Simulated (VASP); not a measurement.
Level of theory: PBE GGA + U (Dudarev), VASP's PBE PAW potentials (set 64) (plane waves; VASP).

Gaps are without spin-orbit coupling.

| Quantity | Value |
|---|---|
| volume per atom | 10.25 Å³/atom |
| band gap (over mesh and band path) | 2.61 eV |
| smallest direct gap (over mesh and band path) | 2.65 eV |

Which relaxed crystal gives these values?
A) MnO2, P4_2/mnm (136)
B) Fe2O3, R-3c (167)
C) MnO, R-3m (166)
D) MnF2, P4_2/mnm (136)

B, Fe2O3, R-3c (167)
